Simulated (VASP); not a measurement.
The system is PtSe2.

```
CELL_PARAMETERS angstrom
3.72400 0.00000 0.00000
-1.86200 3.22508 0.00000
0.00000 0.00000 5.06200
ATOMIC_POSITIONS crystal
Pt 0.00000 0.00000 0.00000
Se 0.33333 0.66667 0.25000
Se 0.66667 0.33333 0.75000
```

| Item | Value |
| --- | --- |
| Program | VASP 6.6.1 |
| Task | relaxation of cell and atoms |
| Functional | PBE |
| Dispersion | D3(BJ) |
| Potentials or basis | VASP PAW PBE potentials, release 64 (Pt, Se) |
| Cutoff | 520 eV |
| k mesh | 6 × 6 × 4 |
| Occupations | gaussian, width 0.02 eV |
| Spin | no spin polarisation |

At the start: pressure 3.5 GPa; volume 20.27 Å³/atom.

Problem. How do energy, volume and symmetry change on relaxing?

Solution. Over 23 steps the energy falls by 17.2 meV/atom and the volume is 19.84 Å³/atom (-2.1 %); space group P-3m1 (No. 164, to 0.05 Å).

The path:
| step | energy change (eV) | largest force (eV/Å) | pressure (GPa) | volume (Å³) |
| --- | --- | --- | --- | --- |
| 1 | 0.0000 | 0.5667 | 3.51 | 60.80 |
| 2 | 0.0318 | 0.3683 | -5.76 | 64.79 |
| 3 | -0.0226 | 0.1640 | -0.48 | 62.30 |
| 4 | -0.0226 | 0.1713 | -0.40 | 62.27 |
| 5 | -0.0267 | 0.1740 | -0.39 | 61.97 |
| 6 | -0.0390 | 0.1272 | -0.27 | 61.05 |
| 7 | -0.0463 | 0.1288 | 0.41 | 59.24 |
| 8 | -0.0474 | 0.0450 | 0.18 | 59.78 |
| 9 | -0.0505 | 0.0990 | -0.37 | 59.65 |
| 10 | -0.0506 | 0.1107 | -0.48 | 59.62 |
| 11 | -0.0499 | 0.0647 | 1.03 | 58.85 |
| 12 | -0.0514 | 0.0359 | 0.16 | 59.29 |
| 13 | -0.0516 | 0.0215 | -0.03 | 59.40 |
| 14 | -0.0516 | 0.0209 | -0.04 | 59.41 |
| 15 | -0.0517 | 0.0056 | 0.12 | 59.38 |
| 16 | -0.0517 | 0.0007 | 0.08 | 59.39 |
| 17 | -0.0517 | 0.0030 | 0.03 | 59.45 |
| 18 | -0.0517 | 0.0060 | -0.01 | 59.50 |
| 19 | -0.0517 | 0.0052 | 0.00 | 59.50 |
| 20 | -0.0517 | 0.0045 | 0.02 | 59.50 |
| 21 | -0.0517 | 0.0033 | -0.05 | 59.53 |
| 22 | -0.0517 | 0.0022 | 0.00 | 59.51 |
| 23 | -0.0517 | 0.0015 | -0.01 | 59.51 |

Final structure:
```xyz
3
Lattice="3.7674 0.0000 0.0000 -1.8837 3.2626 0.0000 0.0000 0.0000 4.8418" Properties=species:S:1:pos:R:3 pbc="T T T"
Pt    0.0000    0.0000    4.8418
Se    0.0000    2.1751    1.2843
Se    1.8837    1.0875    3.5574
```

Caveat: pairwise dispersion overbinds metals, which lowers pressure and volume.
